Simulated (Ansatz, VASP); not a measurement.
# FeSi: VASP beside Ansatz

Wanted: the spread between two codes on one cell, functional and k mesh. The cell is taken from a series of VASP runs on this material, whose earlier steps may have relaxed, scaled or displaced it; both programs get it as it stands.

Program: Ansatz 0.2.0. Level of theory: plane waves, with VASP 6.6.1 beside it; single point at PBE. Results are calculated unless marked as measured.

## 1. Starting point

The structure is cubic, space group P2_13 (No. 198). Conventional cell: a = 4.551 Å, b = 4.551 Å, c = 4.551 Å, α = 90.00°, β = 90.00°, γ = 90.00°. Nearest to Fe lie 7 Si at 2.32 to 2.55 Å. Si has 7 Fe at 2.32 to 2.55 Å nearest. Farther neighbours are not listed.

## 2. Ansatz: single point, PBE

Ansatz runs on its default PAW (the set named soft_2) files.

A single point gives forces, pressure and levels at one fixed geometry, so differences don't come from the geometry; what else differs is listed under the comparison.

Contents of input.yaml:

```yaml
crystal:
  lattice:
    - [4.5507, 0.0, 0.0]
    - [0.0, 9.1014, 0.0]
    - [0.0, 4.5507, 4.5507]
  atoms:
    - { symbol: Fe, position: [0.13652, 0.0, 0.13652], spin: 2.8 }
    - { symbol: Fe, position: [0.13652, 0.5, 0.13652], spin: -2.8 }
    - { symbol: Fe, position: [0.36348, 0.11348, 0.63652], spin: 2.8 }
    - { symbol: Fe, position: [0.36348, 0.61348, 0.63652], spin: -2.8 }
    - { symbol: Fe, position: [0.63652, 0.75, 0.86348], spin: 2.8 }
    - { symbol: Fe, position: [0.63652, 0.25, 0.86348], spin: -2.8 }
    - { symbol: Fe, position: [0.86348, 0.13652, 0.36348], spin: -2.8 }
    - { symbol: Fe, position: [0.86348, 0.63652, 0.36348], spin: 2.8 }
    - { symbol: Si, position: [0.8424, 0.0, 0.8424] }
    - { symbol: Si, position: [0.8424, 0.5, 0.8424] }
    - { symbol: Si, position: [0.6576, 0.9076, 0.3424] }
    - { symbol: Si, position: [0.6576, 0.4076, 0.3424] }
    - { symbol: Si, position: [0.3424, 0.25, 0.1576] }
    - { symbol: Si, position: [0.3424, 0.75, 0.1576] }
    - { symbol: Si, position: [0.1576, 0.8424, 0.6576] }
    - { symbol: Si, position: [0.1576, 0.3424, 0.6576] }
hamiltonian:
  xc: pbe
  pseudopotentials: { kind: paw }
magnetization:
  spin_polarized: true
kpoints:
  mp_grid: { grid: [10, 5, 10] }
scf:
  occupations: { method: fermi_dirac, width: 0.15 }
  n_extra_bands: 21
output:
  forces: true
  stress: true
  eigenvalues: true
  write_density: true
  write_potential: true
  elf: true
  volumetric_format: npy
```

Started as:

```sh
$ ansatz run input.yaml --threads 4 --pin off --max-ram 9216MiB --backend cpu --events-out ev --progress --plain --runs-dir out
```

Numbers of over 12 decimals in the logs are rounded to 6 here.

Output:

```text
scf.n_extra_bands = 21 over 80 filled bands (N_el = 160.0): the run solves 101 bands
Engine: ansatz 0.2.0, x86_64-unknown-linux-gnu
Pseudopotentials: kind: paw
Pseudopotential: Fe, paw, valence charge 16, recommended cutoff 420 eV (normal), Fe.paw.azcp
Pseudopotential: Si, paw, valence charge 4, recommended cutoff 420 eV (normal), Si.paw.azcp
Functional definition: PBE
  parameter kappa = 0.804
  parameter beta = 0.066725
  exchange = pbe_x(kappa = kappa, mu = beta*pi^2/3)
  correlation = pbe_c(beta = beta)
Crystal: 16 atoms, lattice volume = 188.480 Å³
Basis set: ecut = 420 eV, 3691 PW (Γ), exchange–correlation on 64×128×90 points (8 copies of the dense FFT grid, shifted against one another)
Bands: 101, of which v1, the nominal top of the filled ones, is band 80 counted from 1 (79 counted from 0)
Symmetry: 2 space group operations
Space group: P21 (ITA 4), of the structure as read, at distance tolerance 5.7e-5 Å
Magnetic group: BNS 4.10 (UNI 17), of the structure as read, at distance tolerance 5.7e-5 Å
k-points: 156 of 500 (time reversal used)
Non-local potential: Fe, projectors of the file, l = 0: 3, l = 1: 2, l = 2: 3, l = 3: 1
Non-local potential: Si, projectors of the file, l = 0: 2, l = 1: 2, l = 2: 2
PAW form: soft (Blöchl's): semilocal exchange-correlation on the pseudo side does not see the compensation charge
PAW one-centre angular grid: Fe, 590 points (default); XC on 64 Gauss nodes
PAW one-centre angular grid: Si, 110 points (default); XC on 64 Gauss nodes
Initial density: superposition of atomic densities (chi_scale 0.1, normalization cell)
Starting moments: Σ|m| = 22.4 μB on 8 of 16 sites
Starting magnetic order: antiferromagnet; a translation exchanges its spin sublattices: spin-degenerate at every k-point
Initial wavefunctions: pseudopotential atomic-orbital guess
Functional: x = pbe(κ = 0.804, μ = 0.219515), c = pbe(β = 0.066725)
SCF iter   1: F=—  HF=-40935.543686 eV  |F-HF|=—  |Δ(HF+E_count)|=         —  Δρ=1.43e-1 (↑1.43e-1 ↓1.43e-1)  dr2=8.71e0  dr2_m=3.20e1  M=0.000 μB ∫|m|=8.078 μB  β_m=0.30  ethr=3.10e-3  ⟨swp⟩=6.0  Hψ=58978  notcnv=0  defer=28
Mixer restart at iter 1: flushing history
preconditioner: auto → Kerker (q_TF=auto, 2.655 Å⁻¹)  [metal: Δε(μ)=0.006 eV  Ē_g=6.314 eV  σ=0.150 eV  W_gap=0.01  n_scr=62 (ndim 8)  ℏωp=26.5 eV  f_vac=0.000  D(μ)=15.84/eV (n_scr^D=176)]
spin=Collinear: Kerker preconditioning applied to the charge; magnetization (m = ρ↑ − ρ↓) channel mixes plain (no charge-response kernel on spin).
SCF iter   2: F=—  HF=-40930.733639 eV  |F-HF|=—  |Δ(HF+E_count)|=    4.81e0  Δρ=9.83e-2 (↑9.83e-2 ↓9.83e-2)  dr2=2.09e0  dr2_m=1.62e1  M=0.000 μB ∫|m|=7.887 μB  β_m=0.58  ethr=3.10e-3  ⟨swp⟩=2.6  Hψ=28612  notcnv=0  defer=5
SCF iter   3: F=—  HF=-40940.441045 eV  |F-HF|=—  |Δ(HF+E_count)|=    9.71e0  Δρ=5.94e-2 (↑5.94e-2 ↓5.94e-2)  dr2=2.91e0  dr2_m=4.76e0  M=0.000 μB ∫|m|=4.535 μB  β_m=0.61  ethr=1.31e-3  ⟨swp⟩=4.7  Hψ=33647  notcnv=0  defer=6
SCF iter   4: F=—  HF=-40938.425893 eV  |F-HF|=—  |Δ(HF+E_count)|=    2.02e0  Δρ=1.46e-2 (↑1.46e-2 ↓1.46e-2)  dr2=7.89e-1  dr2_m=2.54e-1  M=0.000 μB ∫|m|=2.292 μB  β_m=0.78  ethr=1.31e-3  ⟨swp⟩=2.1  Hψ=30857  notcnv=0  defer=69
SCF iter   5: F=—  HF=-40937.785979 eV  |F-HF|=—  |Δ(HF+E_count)|=   6.40e-1  Δρ=1.52e-2 (↑1.52e-2 ↓1.52e-2)  dr2=1.49e0  dr2_m=2.95e-2  M=0.000 μB ∫|m|=0.147 μB  β_m=0.89  ethr=4.93e-4  ⟨swp⟩=3.1  Hψ=27227  notcnv=0  defer=69
SCF iter   6: F=—  HF=-40938.407403 eV  |F-HF|=—  |Δ(HF+E_count)|=   6.21e-1  Δρ=1.07e-2 (↑1.07e-2 ↓1.07e-2)  dr2=7.91e-1  dr2_m=6.68e-3  M=0.000 μB ∫|m|=0.358 μB  β_m=0.95  ethr=4.93e-4  ⟨swp⟩=2.0  Hψ=20446  notcnv=0  defer=111
SCF iter   7: F=—  HF=-40938.455099 eV  |F-HF|=—  |Δ(HF+E_count)|=   4.77e-2  Δρ=4.58e-3 (↑4.58e-3 ↓4.58e-3)  dr2=9.61e-2  dr2_m=1.43e-2  M=0.000 μB ∫|m|=0.416 μB  β_m=0.97  ethr=4.93e-4  ⟨swp⟩=2.0  Hψ=23002  notcnv=0  defer=111
SCF iter   8: F=—  HF=-40938.453210 eV  |F-HF|=—  |Δ(HF+E_count)|=   1.89e-3  Δρ=2.35e-3 (↑2.35e-3 ↓2.35e-3)  dr2=2.90e-2  dr2_m=1.19e-3  M=0.000 μB ∫|m|=0.172 μB  β_m=0.69  ethr=6.01e-5  ⟨swp⟩=2.0  Hψ=24512  notcnv=0  defer=102
SCF iter   9: F=—  HF=-40938.450443 eV  |F-HF|=—  |Δ(HF+E_count)|=   2.77e-3  Δρ=3.54e-4 (↑3.54e-4 ↓3.54e-4)  dr2=3.37e-4  dr2_m=9.17e-5  M=0.000 μB ∫|m|=0.061 μB  β_m=0.85  ethr=1.81e-5  ⟨swp⟩=2.0  Hψ=21815  notcnv=0  defer=97
SCF iter  10: F=—  HF=-40938.450628 eV  |F-HF|=—  |Δ(HF+E_count)|=   1.86e-4  Δρ=1.20e-4 (↑1.20e-4 ↓1.20e-4)  dr2=6.13e-5  dr2_m=9.13e-6  M=0.000 μB ∫|m|=0.017 μB  β_m=0.92  ethr=2.11e-7  ⟨swp⟩=2.0  Hψ=23607  notcnv=0  defer=97
SCF iter  11: F=—  HF=-40938.450645 eV  |F-HF|=—  |Δ(HF+E_count)|=   1.64e-5  Δρ=2.78e-5 (↑2.78e-5 ↓2.78e-5)  dr2=1.90e-6  dr2_m=3.79e-7  M=0.000 μB ∫|m|=0.003 μB  β_m=0.96  ethr=3.83e-8  ⟨swp⟩=2.2  Hψ=24322  notcnv=0  defer=97
SCF iter  12: F=—  HF=-40938.450645 eV  |F-HF|=—  |Δ(HF+E_count)|=   7.05e-9  Δρ=1.51e-5 (↑1.51e-5 ↓1.51e-5)  dr2=1.28e-6  dr2_m=2.63e-8  M=0.000 μB ∫|m|=0.001 μB  β_m=0.97  ethr=1.19e-9  ⟨swp⟩=2.0  Hψ=27719  notcnv=0  defer=97
SCF iter  13: F=—  HF=-40938.450645 eV  |F-HF|=—  |Δ(HF+E_count)|=   1.60e-7  Δρ=2.95e-6 (↑2.95e-6 ↓2.95e-6)  dr2=3.12e-8  dr2_m=6.31e-9  M=0.000 μB ∫|m|=0.000 μB  β_m=0.98  ethr=8.02e-10  ⟨swp⟩=2.0  Hψ=20231  notcnv=0  defer=97
SCF iter  14: F=—  HF=-40938.450645 eV  |F-HF|=—  |Δ(HF+E_count)|=   8.27e-9  Δρ=1.02e-6 (↑1.02e-6 ↓1.02e-6)  dr2=2.52e-9  dr2_m=1.09e-9  M=0.000 μB ∫|m|=0.000 μB  β_m=0.99  ethr=1.95e-11  ⟨swp⟩=2.0  Hψ=21632  notcnv=0  defer=97
SCF iter  15: F=-40938.450644 eV  HF=-40938.450645 eV  |F-HF|=2.28e-8  |Δ(HF+E_count)|=   1.42e-9  Δρ=1.60e-6 (↑1.60e-6 ↓1.60e-6)  dr2=2.33e-8  dr2_m=4.09e-11  M=0.000 μB ∫|m|=0.000 μB  ethr=1.58e-12  ⟨swp⟩=7.0  Hψ=87280  notcnv=0
SCF 1 converged in 15 iterations: F = -40938.450644 eV  dr2 = 2.33e-8
  greatest PAW one-centre occupation: 1.000 electrons in one spin orbital (limit 2), on the Fe atom at site 5 (counted from 0), in its partial waves of l = 0
WARN: the starting moments were not kept: the SCF closed with an absolute magnetisation of 5.7e-5 μB, where they sum to 22.4 μB in size (8 sites). That is at most 0.1 of that sum. Measured as dr2_m measures the in/out step, that magnetisation stands 5.6e-10 eV from none, at or under the dr2_threshold of 1.0e-7 eV: it is no larger than a step whose dr2_m would equal this threshold. The system may hold no moment; this  [...]
SCF converged after 15 iterations
Magnetization: 0.0000 μB (80.0000 up, 80.0000 down)
Absolute magnetization: 0.0001 μB (∫|ρ↑−ρ↓|, with the PAW one-centre terms)
Spin contamination: 0.0000 ħ² per cell (⟨S²⟩ above its minimum at these occupations)
Per-site moments (μB) at R_I (Å): [(6.994511775107379e-6, 0.956285), (-6.994511775107377e-6, 0.956285), (-4.349838521991823e-6, 0.956285), (4.34983852199182e-6, 0.956285), (6.994511774958529e-6, 0.956285), (-6.994511774958528e-6, 0.956285), (4.349838522082603e-6, 0.956285), (-4.349838522082603e-6, 0.956285), (1.5589355666488689e-7, 0.956285), (-1.5589355666488657e-7, 0.956285), (-1.293296481937647e-7, 0.956285), (1.2932964819376535e-7, 0.956285), (-1.5589355663321082e-7, 0.956285), (1.558935566332104e-7, 0.956285), (-1.293296482607537e-7, 0.956285), (1.2932964826075282e-7, 0.956285)]
Free energy (F): -40938.450644 eV
Harris-Foulkes:  -40938.450645 eV  (|F-HF|=2.28e-8)
Internal energy: -40937.334257 eV  (E = F + TS)
E sigma→0 (E₀):  -40937.892451 eV
Entropy (-TS):   -1.116387 eV (-69.774 meV/atom)
Fermi energy:    15.462973 eV
--- Per-component energies (eV) ---
  E_band       = -1781.313587
  E_kinetic    = 3187.549158
  E_local      = -21611.781070  (includes V_loc(G=0)·N_el)
  E_nonlocal   = 1910.916289
  E_hartree    = 9368.554405
  E_xc         = -1405.843745
  E_vxc        = -1617.664308  (∫ρ·V_xc dr)
  E_paw        = -15016.091526  (= ΣΔE_a)
  E_vpaw       = -2387.449011  (= ΣTr[D̂ρ^β])
  E_aug_tail   = 0.006790  (compensation charges beyond the density's cutoff)
  E_ewald      = -17370.644558
  E_smearing   = -1.116387  (= −TS)
  E_closure    = 0.000000  (closes the sum)
  Σ components = -40938.450644   (vs F -40938.450644, Δ=0.00e0)
--- Forces (eV/Å), atoms counted from 1 ---
  atom   1  Fe    -0.09458892    -0.09458322    -0.09459266
  atom   2  Fe    -0.09458892    -0.09458322    -0.09459266
  atom   3  Fe     0.09458916     0.09459443    -0.09458574
  atom   4  Fe     0.09458916     0.09459443    -0.09458574
  atom   5  Fe    -0.09458892     0.09458322     0.09459266
  atom   6  Fe    -0.09458892     0.09458322     0.09459266
  atom   7  Fe     0.09458916    -0.09459443     0.09458574
  atom   8  Fe     0.09458916    -0.09459443     0.09458574
  atom   9  Si    -0.08590870    -0.08590583    -0.08589492
  atom  10  Si    -0.08590870    -0.08590583    -0.08589492
  atom  11  Si     0.08591768     0.08592049    -0.08593158
  atom  12  Si     0.08591768     0.08592049    -0.08593158
  atom  13  Si    -0.08590870     0.08590583     0.08589492
  atom  14  Si    -0.08590870     0.08590583     0.08589492
  atom  15  Si     0.08591768    -0.08592049     0.08593158
  atom  16  Si     0.08591768    -0.08592049     0.08593158
  max |Σ_I F_I| component: 3.68e-5 eV/Å
--- Stress (GPa, compression-positive) ---
      -12.900314       0.000000       0.000000
        0.000000     -12.900314      -0.000038
        0.000000      -0.000038     -12.900314
  P = ⅓ Tr σ = -12.9003 GPa (-129.003 kbar)
--- Band table (eV; the first three rows and the last of 312) ---
  k-point 0 ↑: bands = [... 76 lower, 15.1245, 15.1245, 15.3255, 15.3255, 15.9702, 15.9702, 15.9887, 15.9887, ... 17 higher]
  k-point 1 ↑: bands = [... 76 lower, 15.0683, 15.2528, 15.3053, 15.3241, 15.8403, 15.8712, 15.8712, 15.9619, ... 17 higher]
  k-point 2 ↑: bands = [... 76 lower, 15.1365, 15.2492, 15.3205, 15.3569, 15.7185, 15.7253, 15.7253, 15.8850, ... 17 higher]
  k-point 155 ↓: bands = [... 76 lower, 15.0624, 15.0624, 15.0727, 15.0727, 15.7049, 15.7049, 15.7195, 15.7195, ... 17 higher]
```

It took 4.8 min on 4 threads of Intel Xeon 6975P-C (Granite Rapids), shared host; peak memory 5 GiB.

Reading the cycles: dr2 is the Hartree energy of the density residual (eV), the measure of convergence; HF is the Harris–Foulkes estimate of the energy, which meets the free energy F at convergence.

The run ends at a pressure of -12.90 GPa, with forces up to 0.16 eV/Å.

(Continued in part 2 of 2.)

[Lines on the potential files, build, host, timing and source positions are cut from VASP's logs without a mark.]

[Logs are printed without paths, hosts, clocks, repeated set-up lines and the standing remarks that a program may print on its own settings, such as how far it seeks lower states.]

[Hosts, paths, dates, database ids (printed as entryN), source tags and the programs' standing remarks are cut or masked in the printed files.]
